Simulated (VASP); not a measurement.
# Na3GaF6 (Fm-3m) in VASP: single point with LDA

Aim: the single point of Na3GaF6 with LDA.

Program: VASP 6.6.1. These are calculated values, not measurements. Logs are shortened: lines on timing, memory, paths and dates and some standing lists are left out, and cuts for length are marked.

## 1. The structure

The structure is cubic, space group Fm-3m (No. 225). The conventional cell has a = 8.194 Å, b = 8.194 Å, c = 8.194 Å, α = 90.00°, β = 90.00°, γ = 90.00°. Na (site symmetry -43m) is surrounded by 12 F at 2.90 Å. Around Na (site symmetry m-3m) lie 6 F at 2.19 Å. Around Ga (site symmetry m-3m) lie 6 F at 1.91 Å. Around F (site symmetry 4mm) lie 1 Ga at 1.91 Å and 1 Na at 2.19 Å.

The cell comes from a database or a generator and needn't be the stable form of this composition.

## 2. Single point, LDA

INCAR

```
ALGO     = Normal         # electronic algorithm
EDIFF    = 1E-6           # SCF threshold, eV
ENCUT    = 520            # plane-wave cutoff, eV
ISIF     = 2              # what is computed and relaxed
ISMEAR   = 0              # smearing method
ISYM     = 0            
LASPH    = T              # aspherical terms in the spheres
LCHARG   = T              # write CHGCAR
LELF     = T              # ELF
LREAL    = F              # projectors in reciprocal space
LVHAR    = T            
LWAVE    = F              # write WAVECAR
NBANDS   = 49             # bands
NELM     = 100            # most SCF steps
PREC     = Accurate       # precision mode
SIGMA    = 0.01           # smearing width, eV
```

KPOINTS

```
Automatic mesh
0
Gamma
  2 2 2
  0.5 0.5 0.5
```

POSCAR

```
Na3GaF6
1.0
    0.0000000000      4.0972360000      4.0972360000
    4.0972360000      0.0000000000      4.0972360000
    4.0972360000      4.0972360000      0.0000000000
Na Ga F
3 1 6
Direct
    0.7500000000      0.7500000000      0.7500000000
    0.2500000000      0.2500000000      0.2500000000
    0.5000000000      0.5000000000      0.5000000000
    0.0000000000      0.0000000000      0.0000000000
    0.7670210000      0.2329790000      0.2329790000
    0.2329790000      0.2329790000      0.7670210000
    0.2329790000      0.7670210000      0.7670210000
    0.2329790000      0.7670210000      0.2329790000
    0.7670210000      0.2329790000      0.7670210000
    0.7670210000      0.7670210000      0.2329790000
```

Potentials or basis: VASP PAW LDA potentials, release 64 (Na_pv, Ga_d, F).

On the command line:

```bash
cat potpaw_LDA.64/Na_pv/POTCAR potpaw_LDA.64/Ga_d/POTCAR potpaw_LDA.64/F/POTCAR > POTCAR
mpirun -np 1 vasp_std > vasp.out
```

OUTCAR:

```text
EDIFF = 1E-6
   ENCUT = 520
   ISIF = 2
   ISMEAR = 0
   ISYM = 0
   LASPH = T
   LREAL = F
   NELM = 100
   PREC = Accurate

 ion  position               nearest neighbor table
   1  0.750  0.750  0.750-
   2  0.250  0.250  0.250-
   3  0.500  0.500  0.500-   5 2.19   6 2.19   7 2.19   8 2.19   9 2.19  10 2.19
   4  0.000  0.000  0.000-   5 1.91   6 1.91   7 1.91   8 1.91   9 1.91  10 1.91
   5  0.767  0.233  0.233-   4 1.91   3 2.19
   6  0.233  0.233  0.767-   4 1.91   3 2.19
   7  0.233  0.767  0.767-   4 1.91   3 2.19
   8  0.233  0.767  0.233-   4 1.91   3 2.19
   9  0.767  0.233  0.767-   4 1.91   3 2.19
  10  0.767  0.767  0.233-   4 1.91   3 2.19

IMPORTANT INFORMATION: All symmetrisations will be switched off!
NOSYMM: (Re-)initialisation of all symmetry stuff for point group C_1.

----------------------------------------------------------------------------------------

                                     Primitive cell

  volume of cell :     137.5634

  direct lattice vectors                    reciprocal lattice vectors
     0.000000000  4.097236000  4.097236000    -0.122033488  0.122033488  0.122033488
     4.097236000  0.000000000  4.097236000     0.122033488 -0.122033488  0.122033488
     4.097236000  4.097236000  0.000000000     0.122033488  0.122033488 -0.122033488

  length of vectors
     5.794366719  5.794366719  5.794366719     0.211368201  0.211368201  0.211368201

  position of ions in fractional coordinates (direct lattice)
     0.750000000  0.750000000  0.750000000
     0.250000000  0.250000000  0.250000000
     0.500000000  0.500000000  0.500000000
     0.000000000  0.000000000  0.000000000
     0.767021000  0.232979000  0.232979000
     0.232979000  0.232979000  0.767021000
     0.232979000  0.767021000  0.767021000
     0.232979000  0.767021000  0.232979000
     0.767021000  0.232979000  0.767021000
     0.767021000  0.767021000  0.232979000

  ion indices of the primitive-cell ions
   primitive index   ion index
                 1           1
                 2           2
                 3           3
                 4           4
                 5           5
                 6           6
                 7           7
                 8           8
                 9           9
                10          10

----------------------------------------------------------------------------------------

 KPOINTS: Automatic mesh

Automatic generation of k-mesh.
 Grid dimensions read from file:
 generate k-points for:    2    2    2

 Generating k-lattice:

  Cartesian coordinates                     Fractional coordinates (reciprocal lattice)
    -0.061016744  0.061016744  0.061016744     0.500000000  0.000000000  0.000000000
     0.061016744 -0.061016744  0.061016744     0.000000000  0.500000000  0.000000000
     0.061016744  0.061016744 -0.061016744     0.000000000  0.000000000  0.500000000

  Length of vectors
     0.105684101  0.105684101  0.105684101

  Shift w.r.t. Gamma in fractional coordinates (k-lattice)
     0.500000000  0.500000000  0.500000000

 Subroutine IBZKPT returns following result:
 ===========================================

 Found     16 irreducible k-points:

 Following reciprocal coordinates:
            Coordinates               Weight
  0.250000  0.250000  0.250000      2.000000
  0.250000  0.000000  0.000000      2.000000
  0.000000  0.000000 -0.250000      2.000000
  0.000000  0.250000  0.000000      2.000000
 -0.250000  0.250000  0.250000      2.000000
  0.250000 -0.250000  0.250000      2.000000
[... 8 lines left out ...]
  0.000000  0.250000  0.500000      2.000000
  0.500000  0.250000  0.000000      2.000000
   k-points           NKPTS =     16   k-points in BZ     NKDIM =     16   number of bands    NBANDS=     49
   number of dos      NEDOS =    301   number of ions     NIONS =     10
   total plane-waves  NPLWV = 110592
   dimension x,y,z NGX =    48 NGY =   48 NGZ =   48
   dimension x,y,z NGXF=    96 NGYF=   96 NGZF=   96
   ions per type =               3   1   6
   NGX,Y,Z   is equivalent  to a cutoff of  13.77, 13.77, 13.77 a.u.
   NGXF,Y,Z  is equivalent  to a cutoff of  27.54, 27.54, 27.54 a.u.
 SYSTEM =  unknown system
   PREC   = accura    normal or accurate (medium, high low for compatibility)
   ISTART =      0    job   : 0-new  1-cont  2-samecut
   ICHARG =      2    charge: 1-file 2-atom 10-const
   ISPIN  =      1    spin polarized calculation?
   LNONCOLLINEAR =      F non collinear calculations
   LSORBIT =      F    spin-orbit coupling
   LASPH  =      T    aspherical Exc in radial PAW
   ENCUT  =  520.0 eV  38.22 Ry    6.18 a.u.  10.77 10.77 10.77*2*pi/ulx,y,z
   NELM   =    100;   NELMIN=  2; NELMDL= -5     # of ELM steps
   EDIFF  = 0.1E-05   stopping-criterion for ELM
   LREAL  =      F    real-space projection
   EDIFFG = 0.1E-04   stopping-criterion for IOM
   NSW    =      0    number of steps for IOM
   IBRION =     -1    ionic relax: 0-MD 1-quasi-New 2-CG
   NFREE  =      0    steps in history (QN), initial steepest desc. (CG)
   ISIF   =      2    stress and relaxation
   ISYM   =      0    0-nonsym 1-usesym 2-fastsym
   POTIM  = 0.5000    time-step for ionic-motion
   TEBEG  =    0.0;   TEEND  =   0.0 temperature during run
   PSTRESS=    0.0 pullay stress
   NELECT =      76.0000    total number of electrons
   NUPDOWN=      -1.0000    fix difference up-down
   EMIN   =  10.00;   EMAX   =-10.00  energy-range for DOS
   EFERMI =   0.00;   METHOD = LEGACY
   ISMEAR =     0;   SIGMA  =   0.01  broadening in eV -4-tet -1-fermi 0-gaus
   EFERMI_NEDOS =   21; number of points for ismear=-14 and -15
   IALGO  =     38    algorithm
   IMIX   =      4    mixing-type and parameters
     AMIX     =   0.40;   BMIX     =  1.00
     AMIX_MAG =   1.60;   BMIX_MAG =  1.00
  volume/ion in A,a.u.               =      13.76        92.83
  Fermi-wavevector in a.u.,A,eV,Ry     =   1.343317  2.538500 24.551706  1.804500
  Thomas-Fermi vector in A             =   2.471400
   LORBIT       =      0    0 simple, 1 ext, 2 COOP (PROOUT), +10 PAW based schemes
   GGA     = CA    functional components
   LHFCALC =     F    Hartree Fock is set to
   AEXX    =    0.0000 exact exchange contribution
   IVDW    =     0    specifies the selected vdW correction
   LEPSILON=     F    determine dielectric tensor
   LRPA    =     F    only Hartree local field effects (RPA)
 non-spin polarized calculation
 Gauss-broadening in eV      SIGMA  =   0.01
  energy-cutoff  :      520.00
  volume of cell :      137.56
 maximum number of plane-waves:      3705
 NGX is ok and might be reduce to    48
   NGX = 21   NGY = 21   NGZ = 21

 number of electron      76.0000003 magnetization

 Free energy of the ion-electron system (eV)
  ---------------------------------------------------
  ext. energy  EPLUGINS =         0.00000000
  ---------------------------------------------------
  free energy    TOTEN  =       -48.84627271 eV

  energy without entropy =      -48.84627271  energy(sigma->0) =      -48.84627271

 E-fermi :  -2.4918     XC(G=0):  -9.5701

 val. band max:       -2.5604105164   @ k =   0.0000   0.2500   0.0000
 cond. band min:       3.2713055325   @ k =   0.0000   0.0000  -0.2500
 fundamental gap:      5.8317160489
 Fermi energy:        -2.4917677644

 k-point     1 :       0.2500    0.2500    0.2500
  band No.  band energies     occupation
      1     -22.7708      2.00000
      2     -22.7550      2.00000
      3     -22.7502      2.00000
      4     -22.7502      2.00000
      5     -22.7459      2.00000
      6     -22.7459      2.00000
[... 41 lines left out ...]
     48      10.3530      0.00000
     49      10.7232      0.00000

 k-point     2 :       0.2500    0.0000    0.0000
  band No.  band energies     occupation
      1     -22.7708      2.00000
      2     -22.7550      2.00000
      3     -22.7502      2.00000
      4     -22.7502      2.00000
      5     -22.7459      2.00000
      6     -22.7459      2.00000
[... 41 lines left out ...]
     48      10.3530      0.00000
     49      10.7211      0.00000

 k-point     3 :       0.0000    0.0000   -0.2500
  band No.  band energies     occupation
      1     -22.7708      2.00000
      2     -22.7550      2.00000
      3     -22.7502      2.00000
      4     -22.7502      2.00000
      5     -22.7459      2.00000
      6     -22.7459      2.00000
[... 41 lines left out ...]
     48      10.3530      0.00000
     49      10.7211      0.00000

 k-point     4 :       0.0000    0.2500    0.0000
  band No.  band energies     occupation
      1     -22.7708      2.00000
      2     -22.7550      2.00000
      3     -22.7502      2.00000
      4     -22.7502      2.00000
      5     -22.7459      2.00000
      6     -22.7459      2.00000
[... 561 lines left out ...]
     48      11.4145      0.00000
     49      11.5854      0.00000

 k-point    15 :       0.0000    0.2500    0.5000
  band No.  band energies     occupation
      1     -22.7997      2.00000
      2     -22.7662      2.00000
      3     -22.7613      2.00000
      4     -22.7481      2.00000
      5     -22.7437      2.00000
      6     -22.7431      2.00000
[... 41 lines left out ...]
     48      11.4145      0.00000
     49      11.5827      0.00000

 k-point    16 :       0.5000    0.2500    0.0000
  band No.  band energies     occupation
      1     -22.7997      2.00000
      2     -22.7662      2.00000
      3     -22.7613      2.00000
      4     -22.7481      2.00000
      5     -22.7437      2.00000
      6     -22.7431      2.00000
[... 41 lines left out ...]
     48      11.4145      0.00000
     49      11.5850      0.00000

------------------------ aborting loop because EDIFF is reached ----------------------------------------

  FORCE on cell =-STRESS in cart. coord.  units (eV):
  Direction    XX          YY          ZZ          XY          YZ          ZX
  --------------------------------------------------------------------------------------
  -------------------------------------------------------------------------------------
  Total       -5.0522946     -5.0522967     -5.0521574      0.0000002      0.0000101      0.0000184
  in kB      -58.8432046    -58.8432285    -58.8416068      0.0000023      0.0001177      0.0002147
  external PRESSURE =     -58.8426800 kB  Pullay stress =       0.0000000 kB

 VOLUME and BASIS-vectors are now :
 -----------------------------------------------------------------------------
  energy-cutoff  :      520.00
  volume of cell :      137.56
      direct lattice vectors                 reciprocal lattice vectors
     0.000000000  4.097236000  4.097236000    -0.122033488  0.122033488  0.122033488
     4.097236000  0.000000000  4.097236000     0.122033488 -0.122033488  0.122033488
     4.097236000  4.097236000  0.000000000     0.122033488  0.122033488 -0.122033488

 POSITION                                       TOTAL-FORCE (eV/Angst)
 -----------------------------------------------------------------------------------
      6.14585      6.14585      6.14585         0.000000      0.000008      0.000000
      2.04862      2.04862      2.04862         0.000008      0.000006      0.000002
      4.09724      4.09724      4.09724         0.000011      0.000001     -0.000001
      0.00000      0.00000      0.00000         0.000006     -0.000001     -0.000006
      1.90914      4.09724      4.09724        -0.302462      0.000014     -0.000002
      4.09724      4.09724      1.90914         0.000017      0.000011     -0.302375
      6.28533      4.09724      4.09724         0.302388      0.000010     -0.000011
      4.09724      1.90914      4.09724         0.000015     -0.302448      0.000003
      4.09724      6.28533      4.09724         0.000014      0.302395     -0.000009
      4.09724      4.09724      6.28533         0.000002      0.000004      0.302400
 -----------------------------------------------------------------------------------
    total drift:                               -0.000043     -0.000053      0.000014

  FREE ENERGIE OF THE ION-ELECTRON SYSTEM (eV)
  ---------------------------------------------------
  free  energy   TOTEN  =       -48.8462727050 eV

  energy  without entropy=      -48.8462727050  energy(sigma->0) =      -48.84627271
```

Wall time 2.4 min (1 thread of Intel Xeon Platinum 8259CL at 2.50GHz (Skylake/Cascade Lake), shared host); peak memory 0.29 GiB.

Results:

```
Free energy            : -48.8463 eV
Pressure               : -5.9 GPa
Largest force          : 0.302 eV/Å
Band gap on the k mesh : 5.83 eV, direct
```

Forces on the atoms (eV/Å):
```
Na   0.000  0.000  0.000
Na   0.000  0.000  0.000
Na   0.000  0.000  0.000
Ga   0.000  0.000  0.000
F   -0.302  0.000  0.000
F    0.000  0.000 -0.302
F    0.302  0.000  0.000
F    0.000 -0.302  0.000
F    0.000  0.302  0.000
F    0.000  0.000  0.302
```

Caveat: the k mesh is coarse (spacing up to 0.66 Å⁻¹), so the values aren't converged. A k mesh can miss the band edges.
